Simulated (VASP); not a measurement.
# CaZr2N2 (I4/mmm) in VASP: elastic constants with PBE

Aim: the elastic constants of CaZr2N2 with PBE.

Program: VASP 6.6.1. These are calculated values, not measurements. Logs are shortened: lines on timing, memory, paths and dates and some standing lists are left out, and cuts for length are marked.

## 1. The crystal as given

It takes space group I4/mmm (No. 139, tetragonal). The conventional cell has a = 3.259 Å, b = 3.259 Å, c = 14.911 Å, α = 90.00°, β = 90.00°, γ = 90.00°. Ca (site symmetry 4/mmm) has 2 N at 2.58 Å as nearest neighbours. Around Zr (site symmetry 4mm) lie 5 N at 2.24 to 2.31 Å. Around N (site symmetry 4mm) lie 5 Zr at 2.24 to 2.31 Å.

The cell was built by a generator and needn't be a form met in nature.

## 2. Elastic constants, PBE

Input file POSCAR:

```
CaZr2N2
1.0
   -1.6296700000      1.6296700000      7.4556500000
    1.6296700000     -1.6296700000      7.4556500000
    1.6296700000      1.6296700000     -7.4556500000
Ca Zr N
1 2 2
Direct
    0.0000000000      0.0000000000      0.0000000000
    0.6771090000      0.6771090000      0.0000000000
    0.3228910000      0.3228910000      0.0000000000
    0.1728590000      0.1728590000      0.0000000000
    0.8271410000      0.8271410000      0.0000000000
```

Input file INCAR.step1:

```
PREC     = Accurate       # precision mode
ENCUT    = 520            # plane-wave cutoff, eV
EDIFF    = 1E-8           # SCF threshold, eV
ISMEAR   = 0              # smearing method
SIGMA    = 0.1            # smearing width, eV
LREAL    = F              # projectors in reciprocal space
LASPH    = T              # aspherical terms in the spheres
NELM     = 100            # most SCF steps
ALGO     = Normal         # electronic algorithm
ISIF     = 3              # what is computed and relaxed
LWAVE    = F              # write WAVECAR
LCHARG   = F              # write CHGCAR
GGA      = PE             # functional
KPAR     = 8            
IBRION   = 2              # ionic algorithm
NSW      = 40             # ionic steps
EDIFFG   = -0.002         # ionic threshold
```

Input file INCAR.step2:

```
PREC     = Accurate       # precision mode
ENCUT    = 520            # plane-wave cutoff, eV
EDIFF    = 1E-8           # SCF threshold, eV
ISMEAR   = 0              # smearing method
SIGMA    = 0.1            # smearing width, eV
LREAL    = F              # projectors in reciprocal space
LASPH    = T              # aspherical terms in the spheres
NELM     = 100            # most SCF steps
ALGO     = Normal         # electronic algorithm
ISIF     = 3              # what is computed and relaxed
LWAVE    = F              # write WAVECAR
LCHARG   = F              # write CHGCAR
GGA      = PE             # functional
KPAR     = 8            
IBRION   = 6              # ionic algorithm
NFREE    = 2            
POTIM    = 0.015          # step
NSW      = 1              # ionic steps
```

Input file KPOINTS:

```
regular mesh
0
Gamma
  8 8 8
```

Potentials or basis: VASP PAW PBE potentials, release 64 (Ca_sv, Zr_sv, N).

The run is started by

```bash
$ cat potpaw_PBE.64/Ca_sv/POTCAR potpaw_PBE.64/Zr_sv/POTCAR potpaw_PBE.64/N/POTCAR > POTCAR
$ cp INCAR.step1 INCAR
$ mpirun -np 8 vasp_std > vasp.out
$ cp CONTCAR POSCAR
$ cp INCAR.step2 INCAR
$ mpirun -np 8 vasp_std > vasp.out
```

OUTCAR:

```text
PREC = Accurate
   ENCUT = 520
   EDIFF = 1E-8
   ISMEAR = 0
   LREAL = F
   LASPH = T
   NELM = 100
   ISIF = 3
   GGA = PE
   IBRION = 6
   NFREE = 2
   POTIM = 0.015
   NSW = 1

 ion  position               nearest neighbor table
   1  0.000  0.000  0.000-   2 3.51   2 3.51   2 3.51   3 3.51   2 3.51   3 3.51   3 3.51   3 3.51

   2  0.677  0.677  0.000-   5 2.24   4 2.31   4 2.31   4 2.31   4 2.31   3 3.17   3 3.17   3 3.17
                             3 3.17   1 3.51   1 3.51   1 3.51   1 3.51
   3  0.323  0.323  0.000-   4 2.24   5 2.31   5 2.31   5 2.31   5 2.31   2 3.17   2 3.17   2 3.17
                             2 3.17   1 3.51   1 3.51   1 3.51   1 3.51
   4  0.172  0.172  0.000-   3 2.24   2 2.31   2 2.31   2 2.31   2 2.31
   5  0.828  0.828  0.000-   2 2.24   3 2.31   3 2.31   3 2.31   3 2.31

  LATTYP: Found a body centered tetragonal cell.
 ALAT       =     3.2591739332
 C/A-ratio  =     4.5747145066

  Lattice vectors:

 A1 = (  -1.6295869666,   1.6295869666,   7.4548951357)
 A2 = (   1.6295869666,  -1.6295869666,   7.4548951357)
 A3 = (   1.6295869666,   1.6295869666,  -7.4548951357)

Analysis of symmetry for initial positions (statically):
=====================================================================
 Subroutine PRICEL returns:
 Original cell was already a primitive cell.

 Routine SETGRP: Setting up the symmetry group for a
 body centered tetragonal supercell.

 Subroutine GETGRP returns: Found 16 space group operations
 (whereof 16 operations were pure point group operations)
 out of a pool of 16 trial point group operations.

The static configuration has the point symmetry D_4h.

Analysis of symmetry for dynamics (positions and initial velocities):
=====================================================================
 Subroutine PRICEL returns:
 Original cell was already a primitive cell.

 Routine SETGRP: Setting up the symmetry group for a
 body centered tetragonal supercell.

 Subroutine GETGRP returns: Found 16 space group operations
 (whereof 16 operations were pure point group operations)
 out of a pool of 16 trial point group operations.

The dynamic configuration has the point symmetry D_4h.

 Subroutine INISYM returns: Found 16 space group operations
 (whereof 16 operations are pure point group operations),
 and found     1 'primitive' translations

----------------------------------------------------------------------------------------

                                     Primitive cell

  volume of cell :      79.1875

  direct lattice vectors                    reciprocal lattice vectors
    -1.629586967  1.629586967  7.454895136     0.000000000  0.306826214  0.067070025
     1.629586967 -1.629586967  7.454895136     0.306826214  0.000000000  0.067070025
     1.629586967  1.629586967 -7.454895136     0.306826214  0.306826214  0.000000000

  length of vectors
     7.802984612  7.802984612  7.802984612     0.314071193  0.314071193  0.433917794

  position of ions in fractional coordinates (direct lattice)
     0.000000000  0.000000000  0.000000000
     0.677199615  0.677199615  0.000000000
     0.322800385  0.322800385  0.000000000
     0.172412280  0.172412280  0.000000000
     0.827587720  0.827587720  0.000000000

  ion indices of the primitive-cell ions
   primitive index   ion index
                 1           1
                 2           2
                 3           3
[... 128 lines left out ...]

  FORCE on cell =-STRESS in cart. coord.  units (eV):
  Direction    XX          YY          ZZ          XY          YZ          ZX
  --------------------------------------------------------------------------------------
  -------------------------------------------------------------------------------------
  Total       -0.0031895     -0.0031895     -0.0001040      0.0000000      0.0000000      0.0000000
  in kB       -0.0645315     -0.0645315     -0.0021041      0.0000000      0.0000000      0.0000000
  external PRESSURE =      -0.0437224 kB  Pullay stress =       0.0000000 kB
[... 98 lines left out ...]
  FREE ENERGIE OF THE ION-ELECTRON SYSTEM (eV)
  ---------------------------------------------------
  free  energy   TOTEN  =       -41.9359687977 eV

  energy  without entropy=      -41.9216149680  energy(sigma->0) =      -41.92879188

[... ionic steps 4 to 22 ...]

--------------------------------------- Ionic step       23  -------------------------------------------

 number of electron      43.9999999 magnetization

------------------------ aborting loop because EDIFF is reached ----------------------------------------
[... 73 lines left out ...]
--------------------------------------- Ionic step       25  -------------------------------------------

 number of electron      43.9999999 magnetization

 Free energy of the ion-electron system (eV)
  ---------------------------------------------------
  ext. energy  EPLUGINS =         0.00000000
  ---------------------------------------------------
  free energy    TOTEN  =       -41.95253557 eV

  energy without entropy =      -41.93782077  energy(sigma->0) =      -41.94517817

 E-fermi :   8.1507     XC(G=0): -11.0947

 val. band max:        8.1343497887   @ k =  -0.2500  -0.3750   0.1250
 cond. band min:       8.1646876365   @ k =  -0.2500   0.5000   0.1250
 fundamental gap:      0.0303378478
 Fermi energy:         8.1506817018

 k-point     1 :       0.0000    0.0000    0.0000
  band No.  band energies     occupation
      1     -41.0923      2.00000
      2     -40.9706      2.00000
      3     -32.4468      2.00000
      4     -19.4362      2.00000
      5     -19.0342      2.00000
      6     -19.0342      2.00000
[... 685 lines left out ...]
     25      10.4833      0.00000
     26      10.4962      0.00000

 [... further k-points ...]

------------------------ aborting loop because EDIFF is reached ----------------------------------------

  FORCE on cell =-STRESS in cart. coord.  units (eV):
  Direction    XX          YY          ZZ          XY          YZ          ZX
  --------------------------------------------------------------------------------------
  -------------------------------------------------------------------------------------
  Total       -0.0608875     -0.0608875     -0.0912360      0.0000000      0.0000000      0.0000000
  in kB       -1.2319193     -1.2319193     -1.8459513      0.0000000      0.0000000      0.0000000
  external PRESSURE =      -1.4365966 kB  Pullay stress =       0.0000000 kB
[... 20 lines left out ...]
  FREE ENERGIE OF THE ION-ELECTRON SYSTEM (eV)
  ---------------------------------------------------
  free  energy   TOTEN  =       -41.9525355714 eV

  energy  without entropy=      -41.9378207710  energy(sigma->0) =      -41.94517817

 INTERNAL STRAIN TENSORS FROM STRAINED CELLS
 ============================================

 INTERNAL STRAIN TENSOR FOR ION    1 for displacements in x,y,z  (eV/Angst):
          X           Y           Z          XY          YZ          ZX
  --------------------------------------------------------------------------------
  x     0.00000     0.00000    -0.00000    -0.00000     0.00000     0.00000
  y    -0.00000     0.00000    -0.00000    -0.00000     0.00000    -0.00000
  z     0.00000     0.00000    -0.00000    -0.00000    -0.00000    -0.00000

 INTERNAL STRAIN TENSORS FROM DISPLACED ATOMS
 ============================================

 INTERNAL STRAIN TENSOR FOR ION    1 for displacements in x,y,z  (eV/Angst):
          X           Y           Z          XY          YZ          ZX
  --------------------------------------------------------------------------------
  x     0.00000     0.00000     0.00000     0.00000     0.00000     0.00000
  y     0.00000     0.00000     0.00000     0.00000     0.00000     0.00000
  z     0.00000     0.00000     0.00000     0.00000     0.00000     0.00000

 INTERNAL STRAIN TENSOR FOR ION    5 for displacements in x,y,z  (eV/Angst):
          X           Y           Z          XY          YZ          ZX
  --------------------------------------------------------------------------------
  x     0.00000     0.00000     0.00000     0.00000     0.00000    -3.11200
  y     0.00000    -0.00000     0.00000     0.00000    -3.11200     0.00000
  z    -3.88608    -3.88608    -6.48997     0.00000     0.00000     0.00000

 Eigenvectors and eigenvalues of the dynamical matrix
 ----------------------------------------------------

   1 f  =   13.336181 THz    83.793699 2PiTHz  444.847129 cm-1    55.153990 meV
             X         Y         Z           dx          dy          dz
      0.000000  0.000000  0.000000    -0.004731    0.018438   -0.000000
      0.000000  0.000000 10.096904    -0.062748    0.244557    0.000000
      0.000000  0.000000  4.812886    -0.062748    0.244557   -0.000000
      0.000000  0.000000  2.570631     0.164116   -0.639640    0.000000
      0.000000  0.000000 12.339159     0.164116   -0.639640    0.000000
[... 105 lines left out ...]
  15 f/i=    0.002042 THz     0.012832 2PiTHz    0.068120 cm-1     0.008446 meV
             X         Y         Z           dx          dy          dz
      0.000000  0.000000  0.000000    -0.000000    0.000000    0.399772
      0.000000  0.000000 10.096904    -0.000000    0.000000    0.603462
      0.000000  0.000000  4.812886    -0.000000    0.000000    0.603462
      0.000000  0.000000  2.570631    -0.000000    0.000000    0.236485
      0.000000  0.000000 12.339159    -0.000000    0.000000    0.236485

--------------------------------------------------------------------------------------------------------

 ELASTIC MODULI CONTR FROM IONIC RELAXATION (kBar)
 Direction    XX          YY          ZZ          XY          YZ          ZX
 --------------------------------------------------------------------------------
 XX        -129.7037   -129.7037   -261.4382      0.0000      0.0000      0.0000
 YY        -129.7037   -129.7037   -261.4382      0.0000      0.0000      0.0000
 ZZ        -261.4382   -261.4382   -641.6998      0.0000      0.0000     -0.0000
 XY           0.0000      0.0000      0.0000      0.0000      0.0000      0.0000
 YZ           0.0000      0.0000      0.0000      0.0000   -201.3680     -0.0000
 ZX           0.0000      0.0000     -0.0000      0.0000     -0.0000   -201.3680
 --------------------------------------------------------------------------------

 TOTAL ELASTIC MODULI (kBar)
 Direction    XX          YY          ZZ          XY          YZ          ZX
 --------------------------------------------------------------------------------
 XX        2931.2869    956.7110    550.0479      0.0000      0.0000      0.0000
 YY         956.7110   2931.2869    550.0479     -0.0000      0.0000      0.0000
 ZZ         550.0479    550.0479   1633.8811      0.0000      0.0000     -0.0000
 XY           0.0000     -0.0000      0.0000   1283.9685      0.0000      0.0000
 YZ           0.0000      0.0000      0.0000      0.0000    676.0989     -0.0000
 ZX           0.0000      0.0000     -0.0000      0.0000     -0.0000    676.0988
 --------------------------------------------------------------------------------
```

Wall time 61 min (8 MPI ranks of Intel Xeon Platinum 8488C (Sapphire Rapids), shared host); peak memory 0.85 GiB.

Results:

```
Voigt bulk modulus                                      : 129 GPa
Highest phonon frequency at Γ, LO-TO splitting left out : 445 cm⁻¹
```

The path:
```
step  energy change (eV)  largest force (eV/Å)  pressure (GPa)  volume (Å³)
   1              0.0000                0.0313            0.05        79.20
   2             -0.0001                0.0201           -0.08        79.26
   3             -0.0001                0.0154           -0.15        79.29
   4             -0.0001                0.0117           -0.12        79.27
   5             -0.0002                0.0042           -0.04        79.22
   6             -0.0002                0.0037           -0.01        79.21
   7             -0.0002                0.0036           -0.01        79.20
   8             -0.0002                0.0034            0.00        79.19
   9             -0.0002                0.0034            0.00        79.19
  10             -0.0002                0.0006            0.00        79.19
```

Phonon frequencies in cm⁻¹ (negative: imaginary):
| q point | frequencies |
| --- | --- |
| (0.000, 0.000, 0.000) | 0 0 0 148 148 170 170 207 208 336 414 432 432 445 445 |

Elastic tensor in Voigt notation (GPa, in the Cartesian axes of the cell as first typed):
```
293  96  55   0   0   0
 96 293  55   0   0   0
 55  55 163   0   0   0
  0   0   0  68   0   0
  0   0   0   0  68   0
  0   0   0   0   0 128
```

Clamped-ion elastic tensor (GPa):
```
306 109  81   0   0   0
109 306  81   0   0   0
 81  81 228   0   0   0
  0   0   0  88   0   0
  0   0   0   0  88   0
  0   0   0   0   0 128
```
